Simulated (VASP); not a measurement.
**How a change of volume changes La2O3 (P-3m1)**

How do the elastic response and the band edges of La2O3 follow a change of volume?

Main program and level: VASP 6.6.1; LDA; plane waves and PAW (La, O), in the first sound run; inputs show where later runs differ.

Report form: the programs' logs are mostly left out.

### 1. Set-up

Symmetry: P-3m1, No. 164, trigonal system. Conventional cell: a = 3.931 Å, b = 3.931 Å, c = 6.112 Å, α = 90.00°, β = 90.00°, γ = 120.00°. La has 7 O at 2.36 to 2.72 Å nearest. Nearest to O lie 4 La at 2.36 to 2.44 Å. O has 6 La at 2.72 Å nearest. Farther neighbours and most contacts between anions are not listed.

As a file:

```cif
data_structure
_symmetry_space_group_name_H-M 'P-3m1'
_symmetry_Int_Tables_number 164
_cell_length_a 3.9308
_cell_length_b 3.9308
_cell_length_c 6.1120
_cell_angle_alpha 90.000
_cell_angle_beta 90.000
_cell_angle_gamma 120.000
_cell_volume 81.78
loop_
_atom_site_label
_atom_site_type_symbol
_atom_site_symmetry_multiplicity
_atom_site_Wyckoff_symbol
_atom_site_fract_x
_atom_site_fract_y
_atom_site_fract_z
_atom_site_occupancy
La1 La 2 d 0.66667 0.33333 0.75376 1
O1 O 2 d 0.66667 0.33333 0.35411 1
O2 O 1 a 0.00000 0.00000 0.00000 1
```

### 2. Relax the crystal, LDA

The series starts from the cell that this level prefers, so that zero strain is near zero stress.

This step took 2 runs in a row; the last is shown.

Level: LDA; plane waves and PAW (La, O).

File INCAR:

```
SYSTEM = La2O3
PREC = Accurate
ENCUT = 600
EDIFF = 1E-07
NELM = 120
ISMEAR = 0
SIGMA = 0.02
LREAL = .FALSE.
ALGO = Normal
GGA = CA
NBANDS = 26
LASPH = .TRUE.
LORBIT = 11
LWAVE = .FALSE.
LCHARG = .FALSE.
KPAR = 16
IBRION = 2
NSW = 40
ISIF = 3
EDIFFG = -0.005
POTIM = 0.4
```

File POSCAR:

```
La2O3
1.0
    3.8823104827      0.0000000000      0.0000000000
   -1.9411552414      3.3621795027      0.0000000000
    0.0000000000      0.0000000000      5.9406385269
La O
2 3
Direct
    0.6666666670      0.3333333330      0.7563128341
    0.3333333330      0.6666666670      0.2436871659
    0.6666666670      0.3333333330      0.3532176879
    0.3333333330      0.6666666670      0.6467823121
    0.0000000000      0.0000000000      0.0000000000
```

File KPOINTS:

```
Automatic mesh
0
Gamma
9 9 5
0 0 0
```

PAW data sets: La and O (LDA family, release 64).

Launch:

```bash
$ mpirun -np 16 vasp_std
```

It took 1.7 min on 16 MPI ranks of AMD EPYC 7571, shared host; peak memory 4.2 GiB; 19 min of CPU time.

Read from the output:

```
energy(sigma→0) of the program : -45.9050 eV
stress, compression positive   : xx, yy, zz 0.03, 0.03, 0.04 GPa
volume                         : 77.543 Å³
ionic steps                    : 1
```

### 3. Relax at fixed volume, LDA

One member in full: the volume is scaled by 1.04, and shape and atoms relax at that volume.

Level: LDA; plane waves and PAW (La, O).

Changes to INCAR since step 2:

```diff
@@ -15,7 +15,7 @@
 LCHARG = .FALSE.
-KPAR = 16
+KPAR = 4
 IBRION = 2
 NSW = 40
-ISIF = 3
-EDIFFG = -0.005
+ISIF = 4
+EDIFFG = -0.004
 POTIM = 0.4
```

Changes to POSCAR since step 2:

```diff
@@ -2,5 +2,5 @@
 1.0
-    3.8823104827      0.0000000000      0.0000000000
-   -1.9411552414      3.3621795027      0.0000000000
-    0.0000000000      0.0000000000      5.9406385269
+    3.9333993741      0.0000000000      0.0000000000
+   -1.9666996871      3.4064237805      0.0000000000
+    0.0000000000      0.0000000000      6.0188137882
 La O
```

KPOINTS is that of step 2.

Launch:

```bash
$ mpirun -np 4 vasp_std
```

Elapsed: 11 min, on 4 MPI ranks; peak memory 0.99 GiB; 45 min of CPU time.

Numbers from this step:

* energy(sigma→0) of the program: -45.8655 eV
* stress, compression positive: xx, yy, zz -4.53, -4.53, -4.52 GPa
* ionic steps: 9

### 4. Dielectric response, LDA

Linear response gives the dielectric tensors, Born charges and zone-centre modes.

Level: LDA; plane waves and PAW (La, O).

File INCAR:

```
SYSTEM = La2O3
PREC = Accurate
ENCUT = 600
EDIFF = 1E-08
NELM = 120
ISMEAR = 0
SIGMA = 0.02
LREAL = .FALSE.
ALGO = Normal
GGA = CA
NBANDS = 26
LASPH = .TRUE.
LWAVE = .FALSE.
LCHARG = .FALSE.
KPAR = 4
LEPSILON = .TRUE.
IBRION = 8
NSW = 1
```

File POSCAR:

```
La2O3
1.0
    3.9085384498      0.0000000000      0.0000000000
   -1.9542692249      3.3848935887      0.0000000000
    0.0000000000      0.0000000000      6.0956246775
La O
2 3
Direct
    0.6666666670      0.3333333330      0.7530287707
    0.3333333330      0.6666666670      0.2469712293
    0.6666666670      0.3333333330      0.3552944777
    0.3333333330      0.6666666670      0.6447055223
    0.0000000000      0.0000000000      0.0000000000
```

File KPOINTS:

```
Automatic mesh
0
Gamma
7 7 4
0 0 0
```

Launch:

```bash
$ mpirun -np 4 vasp_std
```

Wall time 62 min (4 MPI ranks); peak memory 2.7 GiB.

This run gave:

| Quantity | Value |
| --- | --- |
| ε∞, diagonal | 4.87, 4.87, 4.79 |

### 5. Gap at another level, r2SCAN

The gap is read on the mesh at a level that opens it further.

Level: r2SCAN; plane waves and PAW (La, O).

File INCAR:

```
SYSTEM = La2O3
PREC = Accurate
ENCUT = 600
EDIFF = 1E-06
NELM = 100
ISMEAR = 0
SIGMA = 0.02
LREAL = .FALSE.
ALGO = Normal
METAGGA = R2SCAN
LASPH = .TRUE.
NBANDS = 24
LWAVE = .FALSE.
LCHARG = .FALSE.
KPAR = 4
```

POSCAR is that of step 4.

KPOINTS is that of step 4.

Launch:

```bash
$ mpirun -np 4 vasp_std
```

Wall time 4.4 min (4 MPI ranks); peak memory 0.97 GiB; 17 min of CPU time.

Read from the output:

* energy(sigma→0) of the program: -1178.1281 eV
* stress, compression positive: xx, yy, zz 2.11, 2.11, 1.69 GPa

The run ends at a pressure of 1.97 GPa, with forces up to 0.18 eV/Å.

### 6. Gap at another level, HSE06

Level: HSE06; plane waves and PAW (La, O).

File INCAR:

```
SYSTEM = La2O3
PREC = Accurate
ENCUT = 600
EDIFF = 1E-05
NELM = 100
ISMEAR = 0
SIGMA = 0.02
LREAL = .FALSE.
ALGO = Normal
LHFCALC = .TRUE.
AEXX = 0.25
GGA = PE
HFSCREEN = 0.2
LASPH = .TRUE.
NBANDS = 24
PRECFOCK = Fast
LWAVE = .FALSE.
LCHARG = .FALSE.
KPAR = 4
```

POSCAR is that of step 5.

File KPOINTS:

```
Automatic mesh
0
Gamma
5 5 3
0 0 0
```

Launch:

```bash
$ mpirun -np 4 vasp_std
```

It took 16 min on 4 MPI ranks; peak memory 1.3 GiB.

This run gave:

- energy(sigma→0) of the program: -48.9643 eV

### 7. The table

Hybrid runs start from orbitals of a short LDA run, not shown.

Runs beyond LDA use the data sets made with LDA; this shifts their levels slightly, and their total energies have another zero (at TB-mBJ, which has no energy functional, they mean nothing).

The other members went through these steps as far as the tables show, with the same cutoff and, step by step, the same mesh; 39 runs are not shown, of which 7 ended short or failed. The session took 65 core hours (wall time by ranks) on a shared machine.

The dielectric columns come from linear-response runs at LDA, run where the gap exceeds a picked 1.2 eV, on a mesh of 7×7×4.

```csv
volume over the relaxed volume,volume (Å³/atom),pressure (GPa),energy above the unstrained row (meV/atom),"gap on the mesh, LDA (eV)",ε∞ (mean),static ε (mean),"largest Born charge, mean of the diagonal (e)",lowest optical mode (cm⁻¹),highest mode without LO–TO splitting (cm⁻¹)
0.940,14.578,8.602,25.671,3.728,5.050,20.127,4.180,118.766,469.444
0.960,14.888,5.490,11.503,3.748,4.994,21.233,4.166,114.357,462.621
0.980,15.198,2.640,3.112,3.764,4.954,22.460,4.135,112.109,455.438
1,15.509,0.034,0.000,3.774,4.914,24.009,4.112,108.733,448.166
1.020,15.819,-2.346,1.739,3.778,4.878,26.027,4.094,105.062,440.954
1.040,16.129,-4.527,7.912,3.776,4.843,29.000,4.078,101.824,433.570
1.060,16.439,-6.515,18.132,3.762,4.819,32.107,4.049,98.987,426.159
```

A cubic of the pressure in ln(V/V₀) through all rows has the slope −B at V₀: B = 125 GPa, and its curvature gives B′ = 3.5.

Gaps at r2SCAN, read on its mesh alone:

```csv
volume over the relaxed volume,gap (eV)
0.940,4.329
0.960,4.347
0.980,4.354
1,4.354
1.020,4.349
1.040,4.335
1.060,4.317
```

Gaps at HSE06, read on its mesh alone, with one row partly withheld:

```csv
volume over the relaxed volume,gap (eV)
0.940,5.585
0.960,5.594
0.980,?
1,5.596
1.020,5.586
1.040,5.547
1.060,5.507
```

### 8. A fit to the known rows

The quantity to fit is the gap at HSE06: 5.585, 5.594, 5.596, 5.586, 5.547, 5.507 eV in the rows shown.

Fitting a parabola to the 6 known rows (u: logarithm of the volume ratio) gives E = − 14.97 u² − 0.6594 u + 5.598 in eV; the residuals are 0.0041 eV r.m.s.

For the withheld row, u = -0.02020, the fit gives 5.6051 eV.

### 9. Prediction against calculation

The calculation gives 5.5974 eV, so the prediction is 0.0077 eV too high, within twice the residual of the fit.

The rows do not lie on one parabola (a picked bound of 1 % of their span for the r.m.s. residual). Levels that cross, a degenerate level that splits or an edge that moves to another point can do that; which it is was not traced. So the linear term is no slope at zero strain, and none is listed.

### 10. What came out

| Quantity | Value |
| --- | --- |
| bulk modulus | 125 GPa |
| gap of the unstrained cell, r2SCAN | 4.35 eV |
| gap of the unstrained cell, HSE06 | 5.60 eV, about 0.2 eV too wide by its mesh |
| error of the predicted row | 7.7 meV |

The slope of the energy gives 0.32 GPa at the relaxed volume where the pressure column has 0.03 GPa, a mark of the finite basis. The electronic dielectric constant goes from 5.05 at 0.94 to 4.82 at 1.06 of the relaxed volume; d ln / d ln V = -0.39. The static dielectric constant goes from 20.1 at 0.94 to 32.1 at 1.06 of the relaxed volume; d ln / d ln V = 3.86. The highest mode without LO–TO splitting (cm⁻¹) goes from 469 at 0.94 to 426 at 1.06 of the relaxed volume; d ln / d ln V = -0.81; the highest mode need not be the same one at all volumes. The HSE06 mesh misses a band edge: at LDA it gives a gap 0.18 eV over that of the finer mesh, so the HSE06 gaps are likely too wide by about as much. r2SCAN opens gaps somewhat over GGA but leaves them below measured values as a rule. HSE06 ran on a coarser mesh than the semilocal levels. Temperature, zero-point motion and excitons are left out.

[Lines on the potential files, build, host, timing and source positions are cut from VASP's logs without a mark.]

[Logs are printed without paths, hosts, clocks, repeated set-up lines and the standing remarks that a program may print on its own settings, such as how far it seeks lower states.]

[Hosts, paths, dates, database ids (printed as entryN), source tags and the programs' standing remarks are cut or masked in the printed files.]

[In band tables of VASP the shares of atoms and orbitals are scaled to a sum of 1 inside the atoms' spheres.]
